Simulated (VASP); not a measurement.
Output of a VASP run:

**OUTCAR**
```
 ion  position               nearest neighbor table
   1  0.500  0.000  0.000-  33 2.40  46 2.40  54 2.40  62 2.40
   2  0.750  0.250  0.000-  33 2.40  34 2.40  44 2.40  55 2.40
   3  0.750  0.000  0.250-  33 2.40  35 2.40  39 2.40  49 2.40
   4  0.000  0.000  0.000-  36 2.40  39 2.40  44 2.40  63 2.40
   5  0.250  0.250  0.000-  36 2.40  37 2.40  54 2.40  60 2.40
   6  0.500  0.500  0.000-  37 2.40  38 2.40  55 2.40  61 2.40
   7  0.750  0.750  0.000-  38 2.40  39 2.40  56 2.40  62 2.40
   8  0.250  0.000  0.250-  36 2.40  40 2.40  46 2.40  57 2.40
   9  0.495  0.254  0.249-  37 2.34  40 2.40  64 2.43  33 2.44
  10  0.750  0.504  0.251-  41 2.37  38 2.38  64 2.39  34 2.43
  11  0.500  0.000  0.500-  40 2.40  42 2.40  49 2.40  59 2.40
  12  0.750  0.248  0.496-  35 2.35  64 2.36  42 2.41  43 2.44
  13  0.750  0.000  0.750-  42 2.40  44 2.40  53 2.40  62 2.40
  14  0.000  0.500  0.000-  34 2.40  45 2.40  56 2.40  60 2.40
  15  0.250  0.750  0.000-  45 2.40  46 2.40  61 2.40  63 2.40
  16  0.000  0.250  0.250-  34 2.40  35 2.40  36 2.40  47 2.40
  17  0.250  0.500  0.250-  37 2.40  45 2.40  47 2.40  48 2.40
  18  0.500  0.750  0.250-  38 2.40  46 2.40  48 2.40  49 2.40
  19  0.000  0.000  0.500-  35 2.40  50 2.40  53 2.40  57 2.40
  20  0.250  0.250  0.500-  40 2.40  47 2.40  50 2.40  51 2.40
  21  0.496  0.501  0.502-  51 2.36  48 2.38  52 2.40  64 2.47
  22  0.750  0.750  0.500-  41 2.40  49 2.40  52 2.40  53 2.40
  23  0.250  0.000  0.750-  50 2.40  54 2.40  59 2.40  63 2.40
  24  0.500  0.250  0.750-  42 2.40  51 2.40  54 2.40  55 2.40
  25  0.750  0.500  0.750-  43 2.40  52 2.40  55 2.40  56 2.40
  26  0.000  0.750  0.250-  39 2.40  41 2.40  45 2.40  57 2.40
  27  0.000  0.500  0.500-  41 2.40  43 2.40  47 2.40  58 2.40
  28  0.250  0.750  0.500-  48 2.40  57 2.40  58 2.40  59 2.40
  29  0.000  0.250  0.750-  43 2.40  44 2.40  50 2.40  60 2.40
  30  0.250  0.500  0.750-  51 2.40  58 2.40  60 2.40  61 2.40
  31  0.500  0.750  0.750-  52 2.40  59 2.40  61 2.40  62 2.40
  32  0.000  0.750  0.750-  53 2.40  56 2.40  58 2.40  63 2.40
  33  0.625  0.125  0.125-   1 2.40   2 2.40   3 2.40   9 2.44
  34  0.875  0.375  0.125-   2 2.40  14 2.40  16 2.40  10 2.43
  35  0.875  0.125  0.375-  12 2.35   3 2.40  16 2.40  19 2.40
  36  0.125  0.125  0.125-   4 2.40   5 2.40   8 2.40  16 2.40
  37  0.375  0.375  0.125-   9 2.34   6 2.40   5 2.40  17 2.40
  38  0.625  0.625  0.125-  10 2.38   7 2.40   6 2.40  18 2.40
  39  0.875  0.875  0.125-   3 2.40   4 2.40   7 2.40  26 2.40
  40  0.375  0.125  0.375-   8 2.40  11 2.40  20 2.40   9 2.40
  41  0.875  0.625  0.375-  10 2.37  22 2.40  26 2.40  27 2.40
  42  0.625  0.125  0.625-  11 2.40  13 2.40  24 2.40  12 2.41
  43  0.875  0.375  0.625-  25 2.40  27 2.40  29 2.40  12 2.44
  44  0.875  0.125  0.875-   2 2.40   4 2.40  13 2.40  29 2.40
  45  0.125  0.625  0.125-  14 2.40  15 2.40  17 2.40  26 2.40
  46  0.375  0.875  0.125-   1 2.40   8 2.40  15 2.40  18 2.40
  47  0.125  0.375  0.375-  16 2.40  17 2.40  20 2.40  27 2.40
  48  0.375  0.625  0.375-  21 2.38  18 2.40  17 2.40  28 2.40
  49  0.625  0.875  0.375-   3 2.40  11 2.40  18 2.40  22 2.40
  50  0.125  0.125  0.625-  19 2.40  20 2.40  23 2.40  29 2.40
  51  0.375  0.375  0.625-  21 2.36  20 2.40  24 2.40  30 2.40
  52  0.625  0.625  0.625-  22 2.40  25 2.40  31 2.40  21 2.40
  53  0.875  0.875  0.625-  13 2.40  19 2.40  22 2.40  32 2.40
  54  0.375  0.125  0.875-   1 2.40   5 2.40  23 2.40  24 2.40
  55  0.625  0.375  0.875-   2 2.40   6 2.40  24 2.40  25 2.40
  56  0.875  0.625  0.875-   7 2.40  14 2.40  25 2.40  32 2.40
  57  0.125  0.875  0.375-   8 2.40  19 2.40  26 2.40  28 2.40
  58  0.125  0.625  0.625-  27 2.40  28 2.40  30 2.40  32 2.40
  59  0.375  0.875  0.625-  11 2.40  23 2.40  28 2.40  31 2.40
  60  0.125  0.375  0.875-   5 2.40  14 2.40  29 2.40  30 2.40
  61  0.375  0.625  0.875-   6 2.40  15 2.40  30 2.40  31 2.40
  62  0.625  0.875  0.875-   1 2.40   7 2.40  13 2.40  31 2.40
  63  0.125  0.875  0.875-   4 2.40  15 2.40  23 2.40  32 2.40
  64  0.629  0.374  0.375-  12 2.36  10 2.39   9 2.43  21 2.47
 Subroutine IBZKPT returns following result:
 Found      1 irreducible k-points:

 Following reciprocal coordinates:
            Coordinates               Weight
  0.000000  0.000000  0.000000      1.000000
   k-points           NKPTS =      1   k-points in BZ     NKDIM =      1   number of bands    NBANDS=    161
   number of dos      NEDOS =    301   number of ions     NIONS =     64
   total plane-waves  NPLWV = 157464
   dimension x,y,z NGX =    54 NGY =   54 NGZ =   54
   dimension x,y,z NGXF=   108 NGYF=  108 NGZF=  108
   ions per type =              32  31   1
   PREC   = normal    normal or accurate (medium, high low for compatibility)
   ISTART =      0    job   : 0-new  1-cont  2-samecut
   ICHARG =      2    charge: 1-file 2-atom 10-const
...
```

File OSZICAR:
```
...
RMM:   5    -0.285146089388E+03    0.44329E-05   -0.79081E-04   644   0.406E-02    0.417E-02
RMM:   6    -0.285146063100E+03    0.26288E-04   -0.97181E-05   578   0.192E-02    0.312E-02
RMM:   7    -0.285146047106E+03    0.15993E-04   -0.93848E-05   497   0.120E-02    0.107E-02
RMM:   8    -0.285146048242E+03   -0.11355E-05   -0.18986E-05   411   0.675E-03
   3 F= -.28514605E+03 E0= -.28514605E+03  d E =-.130700E+00  mag=     1.0000
       N       E                     dE             d eps       ncg     rms          rms(c)
DAV:   1    -0.285156015333E+03   -0.99682E-02   -0.30453E-01   680   0.989E-01    0.357E-01
RMM:   2    -0.285157853582E+03   -0.18382E-02   -0.24429E-02   644   0.325E-01    0.974E-02
RMM:   3    -0.285158244308E+03   -0.39073E-03   -0.46066E-03   670   0.143E-01    0.100E-01
RMM:   4    -0.285158207018E+03    0.37290E-04   -0.57856E-04   661   0.581E-02    0.618E-02
RMM:   5    -0.285158203668E+03    0.33498E-05   -0.25140E-04   643   0.305E-02    0.205E-02
RMM:   6    -0.285158205698E+03   -0.20294E-05   -0.55996E-05   533   0.154E-02
   4 F= -.28515821E+03 E0= -.28515820E+03  d E =-.121575E-01  mag=     1.0000
       N       E                     dE             d eps       ncg     rms          rms(c)
DAV:   1    -0.285159686130E+03   -0.14825E-02   -0.25386E-01   704   0.905E-01    0.329E-01
RMM:   2    -0.285161272671E+03   -0.15865E-02   -0.21175E-02   644   0.301E-01    0.923E-02
RMM:   3    -0.285161629115E+03   -0.35644E-03   -0.40623E-03   672   0.133E-01    0.961E-02
RMM:   4    -0.285161591914E+03    0.37200E-04   -0.49610E-04   661   0.537E-02    0.556E-02
RMM:   5    -0.285161591240E+03    0.67461E-06   -0.20388E-04   640   0.279E-02    0.215E-02
RMM:   6    -0.285161594310E+03   -0.30704E-05   -0.49193E-05   515   0.143E-02
   5 F= -.28516159E+03 E0= -.28516159E+03  d E =-.155461E-01  mag=     1.0000
       N       E                     dE             d eps       ncg     rms          rms(c)
DAV:   1    -0.285163664630E+03   -0.20734E-02   -0.80241E-02   680   0.522E-01    0.179E-01
RMM:   2    -0.285164100062E+03   -0.43543E-03   -0.63442E-03   645   0.171E-01    0.643E-02
RMM:   3    -0.285164205199E+03   -0.10514E-03   -0.13230E-03   687   0.748E-02    0.535E-02
RMM:   4    -0.285164192980E+03    0.12219E-04   -0.14863E-04   647   0.297E-02    0.278E-02
RMM:   5    -0.285164195682E+03   -0.27019E-05   -0.69645E-05   576   0.162E-02
   6 F= -.28516420E+03 E0= -.28516419E+03  d E =-.260137E-02  mag=     1.0000
       N       E                     dE             d eps       ncg     rms          rms(c)
DAV:   1    -0.285164420318E+03   -0.22734E-03   -0.22723E-02   712   0.278E-01    0.986E-02
RMM:   2    -0.285164544224E+03   -0.12391E-03   -0.18753E-03   645   0.920E-02    0.365E-02
RMM:   3    -0.285164580336E+03   -0.36112E-04   -0.42223E-04   697   0.412E-02    0.304E-02
RMM:   4    -0.285164576517E+03    0.38193E-05   -0.45903E-05   517   0.163E-02
   7 F= -.28516458E+03 E0= -.28516457E+03  d E =-.298221E-02  mag=     1.0000
       N       E                     dE             d eps       ncg     rms          rms(c)
DAV:   1    -0.285165247195E+03   -0.66686E-03   -0.27267E-02   680   0.305E-01    0.109E-01
RMM:   2    -0.285165401751E+03   -0.15456E-03   -0.20553E-03   644   0.976E-02    0.289E-02
RMM:   3    -0.285165437068E+03   -0.35317E-04   -0.42270E-04   695   0.434E-02    0.258E-02
RMM:   4    -0.285165435160E+03    0.19079E-05   -0.48751E-05   508   0.169E-02
   8 F= -.28516544E+03 E0= -.28516543E+03  d E =-.858643E-03  mag=     1.0000
```

File OUTCAR:
```
------------------------ aborting loop because EDIFF is reached ----------------------------------------
  FORCE on cell =-STRESS in cart. coord.  units (eV):
  Direction    XX          YY          ZZ          XY          YZ          ZX
  --------------------------------------------------------------------------------------
  Total        7.4014147      7.4237938      7.4372483      0.0767565     -0.0594013      0.0194008
  in kB        8.7482812      8.7747327      8.7906355      0.0907242     -0.0702108      0.0229313
  external PRESSURE =       8.7712165 kB  Pullay stress =       0.0000000 kB
  volume of cell :     1355.51
      direct lattice vectors                 reciprocal lattice vectors
    11.067109208  0.000000000  0.000000000     0.090357832  0.000000000  0.000000000
     0.000000000 11.067109208  0.000000000     0.000000000  0.090357832  0.000000000
     0.000000000  0.000000000 11.067109208     0.000000000  0.000000000  0.090357832
  FREE ENERGIE OF THE ION-ELECTRON SYSTEM (eV)
  ---------------------------------------------------
  free  energy   TOTEN  =      -285.1654351604 eV

  energy  without entropy=     -285.1654264605  energy(sigma->0) =     -285.16543081

 total charge

# of ion       s       p       d       tot
------------------------------------------
    1        1.061   1.221   0.157   2.440
    2        1.049   1.227   0.157   2.434
    3        1.049   1.226   0.157   2.432
    4        1.048   1.220   0.156   2.425
    5        1.061   1.221   0.157   2.439
    6        1.049   1.225   0.157   2.430
    7        1.061   1.221   0.157   2.439
    8        1.061   1.221   0.157   2.440
    9        1.067   1.161   0.155   2.383
   10        1.067   1.161   0.155   2.382
   11        1.049   1.226   0.157   2.432
   12        1.067   1.160   0.155   2.382
   13        1.061   1.221   0.157   2.439
   14        1.061   1.221   0.157   2.440
   15        1.048   1.220   0.156   2.424
   16        1.049   1.226   0.157   2.432
   17        1.049   1.225   0.157   2.431
   18        1.049   1.226   0.157   2.432
   19        1.061   1.220   0.157   2.438
   20        1.049   1.225   0.157   2.431
   21        1.067   1.162   0.155   2.383
   22        1.049   1.225   0.157   2.431
   23        1.048   1.220   0.156   2.424
   24        1.049   1.225   0.157   2.431
   25        1.049   1.227   0.157   2.433
   26        1.061   1.221   0.157   2.439
   27        1.049   1.226   0.157   2.432
   28        1.061   1.221   0.157   2.439
   29        1.061   1.222   0.157   2.440
   30        1.061   1.220   0.157   2.438
   31        1.061   1.220   0.157   2.438
   32        1.048   1.220   0.156   2.423
   33        1.015   1.522   0.000   2.537
   34        1.015   1.522   0.000   2.537
   35        1.015   1.520   0.000   2.536
   36        1.014   1.523   0.000   2.537
   37        1.015   1.521   0.000   2.536
   38        1.015   1.521   0.000   2.536
   39        1.014   1.523   0.000   2.537
   40        1.015   1.522   0.000   2.537
   41        1.015   1.521   0.000   2.536
   42        1.015   1.522   0.000   2.537
   43        1.015   1.522   0.000   2.537
   44        1.014   1.523   0.000   2.537
   45        1.014   1.523   0.000   2.537
   46        1.014   1.523   0.000   2.537
   47        1.012   1.526   0.000   2.539
   48        1.015   1.522   0.000   2.537
...
```
(Selected blocks of OUTCAR.)

POSCAR:
```
Ga32P31S
1
   11.0671092084     0.0000000000     0.0000000000
    0.0000000000    11.0671092084     0.0000000000
   -0.0000000000    -0.0000000000    11.0671092084
Ga P S
32 31 1
Direct
  0.5000000000   0.0000000000   0.0000000000
  0.7500000000   0.2500000000   0.0000000000
  0.7500000000   0.0000000000   0.2500000000
  0.0000000000   0.0000000000   0.0000000000
  0.2500000000   0.2500000000   0.0000000000
  0.5000000000   0.5000000000   0.0000000000
  0.7500000000   0.7500000000   0.0000000000
  0.2500000000   0.0000000000   0.2500000000
  0.4954900000   0.2536190000   0.2486620000
  0.7495180000   0.5037470000   0.2513050000
  0.5000000000   0.0000000000   0.5000000000
  0.7502460000   0.2476600000   0.4956740000
  0.7500000000   0.0000000000   0.7500000000
  0.0000000000   0.5000000000   0.0000000000
  0.2500000000   0.7500000000   0.0000000000
  0.0000000000   0.2500000000   0.2500000000
  0.2500000000   0.5000000000   0.2500000000
  0.5000000000   0.7500000000   0.2500000000
  0.0000000000   0.0000000000   0.5000000000
  0.2500000000   0.2500000000   0.5000000000
  0.4961940000   0.5008030000   0.5020830000
  0.7500000000   0.7500000000   0.5000000000
  0.2500000000   0.0000000000   0.7500000000
  0.5000000000   0.2500000000   0.7500000000
  0.7500000000   0.5000000000   0.7500000000
  0.0000000000   0.7500000000   0.2500000000
  0.0000000000   0.5000000000   0.5000000000
  0.2500000000   0.7500000000   0.5000000000
  0.0000000000   0.2500000000   0.7500000000
  0.2500000000   0.5000000000   0.7500000000
  0.5000000000   0.7500000000   0.7500000000
  0.0000000000   0.7500000000   0.7500000000
  0.6250000000   0.1250000000   0.1250000000
  0.8750000000   0.3750000000   0.1250000000
  0.8750000000   0.1250000000   0.3750000000
  0.1250000000   0.1250000000   0.1250000000
  0.3750000000   0.3750000000   0.1250000000
  0.6250000000   0.6250000000   0.1250000000
  0.8750000000   0.8750000000   0.1250000000
  0.3750000000   0.1250000000   0.3750000000
  0.8750000000   0.6250000000   0.3750000000
  0.6250000000   0.1250000000   0.6250000000
  0.8750000000   0.3750000000   0.6250000000
  0.8750000000   0.1250000000   0.8750000000
  0.1250000000   0.6250000000   0.1250000000
  0.3750000000   0.8750000000   0.1250000000
  0.1250000000   0.3750000000   0.3750000000
  0.3750000000   0.6250000000   0.3750000000
  0.6250000000   0.8750000000   0.3750000000
  0.1250000000   0.1250000000   0.6250000000
  0.3750000000   0.3750000000   0.6250000000
  0.6250000000   0.6250000000   0.6250000000
  0.8750000000   0.8750000000   0.6250000000
  0.3750000000   0.1250000000   0.8750000000
  0.6250000000   0.3750000000   0.8750000000
  0.8750000000   0.6250000000   0.8750000000
  0.1250000000   0.8750000000   0.3750000000
  0.1250000000   0.6250000000   0.6250000000
  0.3750000000   0.8750000000   0.6250000000
  0.1250000000   0.3750000000   0.8750000000
  0.3750000000   0.6250000000   0.8750000000
  0.6250000000   0.8750000000   0.8750000000
  0.1250000000   0.8750000000   0.8750000000
  0.6289180000   0.3740870000   0.3747110000
```

Problem. Reconstruct the remaining input files.

Solution. Several could match; the one computed here: the input of the run itself, PBE GGA, plane waves, VASP's PBE PAW potentials (set 64).

### KPOINTS
```
Automatic
0
G
1 1 1
0 0 0
```

### INCAR
```
# general
SYSTEM  = Ga32P31S
PREC    = Normal
ENCUT   = 400   # plane-wave cut-off (eV)
LREAL   = Auto   # projection in real space or not
LASPH   = T   # aspherical one-centre terms
ISYM    = 0

# electronic loop
EDIFF   = 1E-5   # SCF stop (eV)
NELM    = 100
NELMIN  = 4
ALGO    = Fast
LMAXMIX = 4

# smearing
ISMEAR  = 0
SIGMA   = 0.05

# functional
GGA     = PE   # PBE

# spin
ISPIN   = 2   # spin-polarised
MAGMOM  = 64*0.0156
NUPDOWN = 1

# ions
IBRION  = 2
NSW     = 60   # most ionic steps
ISIF    = 2
EDIFFG  = -0.03   # ionic stop

# output
LWAVE   = T
LCHARG  = F
LORBIT  = 10
```

POTCAR, in this order: Ga P S (PBE.64 set). Program: vasp_gam.

The supercell is sampled at Γ alone, which is coarse: total energies, pressure and levels can be off, energies of defects by several tenths of an eV.

The cell is a supercell with a defect, built from GaP (zinc blende): S_P.
